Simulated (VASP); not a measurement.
Level of theory: PBE GGA + U (Dudarev), VASP's PBE PAW potentials (set 64) (plane waves; VASP).

A VASP calculation is set up with these files.

**POSCAR**
```
TiC
1.0
  0.0000000000   2.1992450000   2.1808930000
  2.2162630000   0.0000000000   2.1808930000
  2.2162630000   2.1992450000   0.0000000000
Ti C
1 1
Cartesian
  0.0000000000   0.0000000000   0.0000000000
  2.3136677588   2.1992450000   2.1808930000
```

### KPOINTS
```
kpoints
0
Gamma
  13 13 13
```

INCAR:
```
ALGO=Normal
EDIFF=1E-6
ENCUT=520
GGA=PE
ISIF=2
ISMEAR=1
LASPH=.TRUE.
LCHARG=.FALSE.
LDAU=.TRUE.
LDAUJ=0 0
LDAUL=2 -1
LDAUPRINT=1
LDAUTYPE=2
LDAUU=3.0 0
LMAXMIX=4
LORBIT=10
LREAL=.FALSE.
LWAVE=.FALSE.
NELM=100
PREC=Accurate
SIGMA=0.1
SYSTEM=TiC
```

POTCAR, in this order: Ti_sv C (PBE.64 set). Program: vasp_std.

Question: Estimate the energy per atom (σ→0), pressure, largest force, band gap (on the k-mesh).

Answer: 
```yaml
energy per atom (σ→0): -8218 meV/atom
band gap (on the k-mesh): none (metal, semimetal or under 0.01 eV)
pressure: -1.49 GPa
largest_force: 0.784 eV/Å
```

### OSZICAR
```
...
DAV:   9    -0.164460659232E+02   -0.17238E-01   -0.25222E-01  9112   0.600E+00    0.109E+00
DAV:  10    -0.164392441447E+02    0.68218E-02   -0.25381E-02 11256   0.242E+00    0.701E-01
DAV:  11    -0.164358973901E+02    0.33468E-02   -0.10242E-02  8828   0.150E+00    0.152E-01
DAV:  12    -0.164358817699E+02    0.15620E-04   -0.77384E-04 10856   0.289E-01    0.510E-02
DAV:  13    -0.164358588102E+02    0.22960E-04   -0.90035E-05 10660   0.127E-01    0.153E-02
DAV:  14    -0.164358573273E+02    0.14829E-05   -0.43343E-06  9448   0.206E-02    0.267E-03
DAV:  15    -0.164358574436E+02   -0.11635E-06   -0.27747E-07  4592   0.587E-03
   1 F= -.16435857E+02 E0= -.16435771E+02  d E =-.260341E-03
```

The compound is TiC in the rock salt structure. The cell was not relaxed at this level, atoms are displaced from their ideal sites. The run is one of a series of settings (LDAU = .TRUE., LDAUJ = 0 0, LDAUL = 2 -1, LDAUTYPE = 2, LDAUU = 3.0 0 against the base run), some of them coarse on purpose.
